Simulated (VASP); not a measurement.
An input for Quantum ESPRESSO's pw.x (written as the equivalent of a VASP run, and not itself run):

```
&CONTROL
  calculation = 'scf'
  pseudo_dir = './pseudo'
  outdir = './out'
  tprnfor = .true.
  tstress = .true.
/
&SYSTEM
  ibrav = 0
  nat = 1
  ntyp = 1
  ecutwfc = 80
  occupations = 'smearing'
  smearing = 'gaussian'
  degauss = 0.003675
  input_dft = 'pbe'
/
&ELECTRONS
  conv_thr = 7.3e-08
  electron_maxstep = 100
/
ATOMIC_SPECIES
  Mo 95.950 Mo.upf
CELL_PARAMETERS angstrom
    -1.5750000    1.5750000    1.5750000
     1.5750000   -1.5750000    1.5750000
     1.5750000    1.5750000   -1.5750000
ATOMIC_POSITIONS crystal
  Mo   0.0000000  0.0000000  0.0000000
K_POINTS automatic
  4 4 4 0 0 0
```

Translate this input to VASP (INCAR, KPOINTS, POSCAR, choice of POTCAR).

One answer among several that fit: 
### INCAR
```
SYSTEM = Mo
PREC = Accurate
ENCUT = 300
EDIFF = 1E-6
NELM = 100
ALGO = Normal
LREAL = .FALSE.
LASPH = .TRUE.
ISMEAR = 0
SIGMA = 0.05
GGA = PE
LMAXMIX = 4
LWAVE = .FALSE.
LCHARG = .FALSE.
ISIF = 2
```

**POSCAR**
```
Mo
1
   -1.5750000000     1.5750000000     1.5750000000
    1.5750000000    -1.5750000000     1.5750000000
    1.5750000000     1.5750000000    -1.5750000000
Mo
1
Direct
  0.0000000000   0.0000000000   0.0000000000
```

### KPOINTS
```
Automatic mesh
0
Gamma
4 4 4
0 0 0
```

POTCAR, in this order: Mo_sv (PBE.64 set). Program: vasp_std.

What does not carry over: the potentials are each code's own (VASP's PAW set, PseudoDojo norm-conserving files in pw.x), so ENCUT and ecutwfc are chosen apart and not converted; conv_thr bounds pw.x's estimated SCF error, while EDIFF bounds the energy change between steps.

The structure is a typed Mo crystal (Im-3m). The cell was not relaxed at this level. The k-mesh is coarse (spacing up to 0.71 per Å, 2π included), so the numbers may not be converged in it. The run is one of a series of settings (KPOINTS 4×4×4 Γ-centred mesh against the base run), some of them coarse on purpose.
